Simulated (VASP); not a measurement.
**Sb2Te4O: relaxation of cell and atoms with PBE**

Crystal: Sb2Te4O.

```
CELL_PARAMETERS angstrom
-2.28676 2.28676 10.90288
2.28676 -2.28676 10.90288
2.28676 2.28676 -10.90288
ATOMIC_POSITIONS crystal
Sb 0.50000 0.00000 0.50000
Sb 0.00000 0.50000 0.50000
Te 0.25000 0.75000 0.50000
Te 0.75000 0.25000 0.50000
Te 0.40124 0.40124 0.00000
Te 0.59876 0.59876 0.00000
O 0.00000 0.00000 0.00000
```

The cell was built by a generator and needn't be a form met in nature.

| Property | Result |
| --- | --- |
| Program | VASP 6.6.1 |
| Task | relaxation of cell and atoms |
| Functional | PBE |
| Potentials or basis | VASP PAW PBE potentials, release 64 (Sb, Te, O) |
| Cutoff | 520 eV |
| k mesh | 10 × 10 × 10 |
| Occupations | gaussian, width 0.1 eV |
| Spin | no spin polarisation |
| Further INCAR settings | ALGO = Normal; EDIFF = 1e-07; IBRION = 2; POTIM = 0.3; EDIFFG = -0.005; NSW = 60; ISIF = 3 |

```yaml
Relaxed_volume: 32.58 Å³/atom
Relaxed_cell: a = 11.372 Å, b = 11.372 Å, c = 11.372 Å, α = 156.80°, β = 156.80°, γ = 33.05°
Space_group_after_relaxing_to_0.05_Å: I4/mmm (No. 139)
Energy_gained_by_relaxing: 0.0 meV/atom
Ionic_steps: 2
Pressure_after_relaxing: 0.0 GPa
Largest_force_after_relaxing: 0.004 eV/Å
Band_gap_on_the_k_mesh: none (metal or under the smearing width)
```

Forces on the atoms (eV/Å):
```
Sb   0.000  0.000  0.000
Sb   0.000  0.000  0.000
Te   0.000  0.000  0.000
Te   0.000  0.000  0.000
Te   0.000  0.000 -0.004
Te   0.000  0.000  0.004
O    0.000  0.000  0.000
```

Final structure:
```yaml
crystal:
  lattice:
    - [-2.28697, 2.28697, 10.90269]
    - [2.28697, -2.28697, 10.90269]
    - [2.28697, 2.28697, -10.90269]
  atoms:
    - { symbol: Sb, position: [0.50000, 0.00000, 0.50000] }
    - { symbol: Sb, position: [0.00000, 0.50000, 0.50000] }
    - { symbol: Te, position: [0.25000, 0.75000, 0.50000] }
    - { symbol: Te, position: [0.75000, 0.25000, 0.50000] }
    - { symbol: Te, position: [0.40123, 0.40123, 0.00000] }
    - { symbol: Te, position: [0.59877, 0.59877, 0.00000] }
    - { symbol: O, position: [0.00000, 0.00000, 0.00000] }
```

Levels at points of the mesh, in eV from the Fermi level:
```tsv
k point	band 16	band 17	band 18	band 19	band 20	band 21	band 22	band 23	band 24
(0.00, 0.00, 0.00)	-1.16	-1.16	-1.00	-0.72	0.08	0.43	1.63	1.63	2.35
(0.50, 0.00, 0.00)	-1.39	-1.23	-1.06	-0.93	-0.90	-0.86	-0.41	1.27	1.57
(0.50, 0.50, 0.00)	-1.43	-1.32	-1.04	-0.60	-0.33	0.39	1.85	2.42	2.93
(0.50, 0.50, 0.50)	-1.95	-1.25	-1.25	-0.03	0.09	0.58	1.78	1.78	2.12
```

Wall time 9.6 min on 8 MPI ranks on Intel(R) Xeon(R) 6975P-C (Granite Rapids), with other jobs on the host, peak memory 1.8 GiB a rank.

Spin-orbit coupling is left out, which matters for the levels of Sb, Te.
